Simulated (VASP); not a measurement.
Computed with vdW-DF-cx, VASP's PBE PAW potentials (set 64) (plane waves; VASP).

VASP input:

### POSCAR
```
Tc
1.0
  1.3700000000  -2.3729100000   0.0000000000
  1.3700000000   2.3729100000   0.0000000000
  0.0000000000   0.0000000000   4.3900000000
Tc
2
Cart
  1.3700000000   0.7909715819   1.0975000000
  1.3700000000  -0.7909715819   3.2925000000
```

### KPOINTS
```
Automatic mesh
0
Gamma
14 14 8
0 0 0
```

### INCAR
```
SYSTEM=Tc
ENCUT=520
LREAL=.False.   # projection in real space or not
AGGAC=0.0
LWAVE=.False.
IBRION=2
LASPH=.True.
NELM=100   # most electronic steps
LUSE_VDW=.True.
ISIF=3   # ions, shape and volume
ALGO=Normal
SIGMA=0.1   # width (eV)
LMAXMIX=4   # l cut-off of mixed one-centre charges
GGA=CX
PREC=Accurate
EDIFFG=-0.01   # ionic stop
LCHARG=.False.
EDIFF=1E-6
ISMEAR=1
NSW=60   # most ionic steps
```

POTCAR, in this order: Tc_pv (PBE.64 set). Program: vasp_std.

Output

OSZICAR:
```
       N       E                     dE             d eps       ncg     rms          rms(c)
DAV:   1     0.316435330115E+03    0.31644E+03   -0.16926E+04  4104   0.162E+03
DAV:   2    -0.925132069509E+01   -0.32569E+03   -0.32251E+03  4436   0.455E+02
DAV:   3    -0.173330101427E+02   -0.80817E+01   -0.78678E+01  4897   0.819E+01
DAV:   4    -0.174186589412E+02   -0.85649E-01   -0.84228E-01  4456   0.798E+00
DAV:   5    -0.174194523187E+02   -0.79338E-03   -0.79312E-03  4584   0.723E-01    0.247E+01
DAV:   6    -0.160408502137E+02    0.13786E+01   -0.33791E+00  4334   0.181E+01    0.757E+00
DAV:   7    -0.158814107389E+02    0.15944E+00   -0.62269E-01  4661   0.699E+00    0.883E-01
DAV:   8    -0.158713160049E+02    0.10095E-01   -0.11560E-02  4194   0.121E+00    0.322E-01
DAV:   9    -0.158711555345E+02    0.16047E-03   -0.62261E-04  4797   0.212E-01    0.234E-02
DAV:  10    -0.158711595651E+02   -0.40306E-05   -0.23670E-05  4350   0.416E-02    0.111E-02
DAV:  11    -0.158711591088E+02    0.45631E-06   -0.78916E-07  2206   0.982E-03
   1 F= -.15871159E+02 E0= -.15870775E+02  d E =-.158712E+02
       N       E                     dE             d eps       ncg     rms          rms(c)
DAV:   1    -0.172965666489E+02   -0.14254E+01   -0.42548E+01  4174   0.772E+01    0.150E+01
DAV:   2    -0.158555329962E+02    0.14410E+01   -0.39527E+00  4172   0.217E+01    0.206E+00
DAV:   3    -0.157767735541E+02    0.78759E-01   -0.51343E-01  4468   0.702E+00    0.228E+00
DAV:   4    -0.158011426036E+02   -0.24369E-01   -0.21045E-02  4226   0.124E+00    0.239E-01
DAV:   5    -0.158032355394E+02   -0.20929E-02   -0.53587E-03  4528   0.677E-01    0.596E-02
DAV:   6    -0.158033255352E+02   -0.89996E-04   -0.17430E-04  4133   0.119E-01    0.252E-02
DAV:   7    -0.158033248690E+02    0.66616E-06   -0.27478E-06  3682   0.151E-02
   2 F= -.15803325E+02 E0= -.15803199E+02  d E =0.678342E-01
       N       E                     dE             d eps       ncg     rms          rms(c)
DAV:   1    -0.167407645795E+02   -0.93744E+00   -0.25903E+01  4234   0.636E+01    0.989E+00
DAV:   2    -0.159017927424E+02    0.83897E+00   -0.24334E+00  4252   0.162E+01    0.155E+00
DAV:   3    -0.158642159384E+02    0.37577E-01   -0.29880E-01  4442   0.522E+00    0.132E+00
DAV:   4    -0.158789432961E+02   -0.14727E-01   -0.16870E-02  4121   0.103E+00    0.421E-01
DAV:   5    -0.158784053575E+02    0.53794E-03   -0.25443E-03  4527   0.478E-01    0.389E-02
DAV:   6    -0.158786130708E+02   -0.20771E-03   -0.12369E-04  4189   0.922E-02    0.871E-03
DAV:   7    -0.158786132036E+02   -0.13288E-06   -0.28126E-06  4252   0.123E-02
   3 F= -.15878613E+02 E0= -.15878271E+02  d E =-.745409E-02
       N       E                     dE             d eps       ncg     rms          rms(c)
DAV:   1    -0.158786524673E+02   -0.39396E-04   -0.11087E-03  4221   0.405E-01    0.680E-02
DAV:   2    -0.158786151078E+02    0.37359E-04   -0.10887E-04  4229   0.109E-01    0.953E-03
DAV:   3    -0.158786139466E+02    0.11613E-05   -0.12217E-05  4451   0.334E-02    0.998E-03
DAV:   4    -0.158786151953E+02   -0.12488E-05   -0.57039E-07  2055   0.648E-03    0.710E-04
DAV:   5    -0.158786152698E+02   -0.74445E-07   -0.15757E-07  2046   0.359E-03
   4 F= -.15878615E+02 E0= -.15878274E+02  d E =-.745616E-02
```

File OUTCAR:
```
------------------------ aborting loop because EDIFF is reached ----------------------------------------
  FORCE on cell =-STRESS in cart. coord.  units (eV):
  Direction    XX          YY          ZZ          XY          YZ          ZX
  --------------------------------------------------------------------------------------
  Total        0.0093819      0.0093819     -0.0094240      0.0000000      0.0000000     -0.0000000
  in kB        0.5352867      0.5352869     -0.5376899      0.0000000      0.0000000     -0.0000000
  external PRESSURE =       0.1776279 kB  Pullay stress =       0.0000000 kB
  volume of cell :       28.08
      direct lattice vectors                 reciprocal lattice vectors
     1.362705215 -2.360275055 -0.000000000     0.366917213 -0.211839717  0.000000000
     1.362705215  2.360275055  0.000000000     0.366917213  0.211839717 -0.000000000
     0.000000000  0.000000000  4.365372697     0.000000000 -0.000000000  0.229075515
 POSITION                                       TOTAL-FORCE (eV/Angst)
 -----------------------------------------------------------------------------------
      1.36271      0.78676      1.09134         0.000000      0.000000      0.000000
      1.36271     -0.78676      3.27403         0.000000     -0.000000      0.000000
 -----------------------------------------------------------------------------------
    total drift:                               -0.000025      0.000609     -0.000043
  FREE ENERGIE OF THE ION-ELECTRON SYSTEM (eV)
  ---------------------------------------------------
  free  energy   TOTEN  =       -15.8786152698 eV

  energy  without entropy=      -15.8775918913  energy(sigma->0) =      -15.87827414

 reached required accuracy - stopping structural energy minimisation
```
(Selected blocks of OUTCAR.)

### CONTCAR
```
Tc
   1.00000000000000
     1.3627052148746333   -2.3602750552447174   -0.0000000000000000
     1.3627052148746333    2.3602750552447174    0.0000000000000000
     0.0000000000000000    0.0000000000000000    4.3653726968151521
  Tc
     2
Direct
     0.3333330000000032    0.6666669999999968    0.2500000000000000
     0.6666669999999968    0.3333330000000032    0.7500000000000000
```

The compound is Tc in the hcp structure. This run relaxes it. Symmetry was kept, so distortions that lower it aren't found.
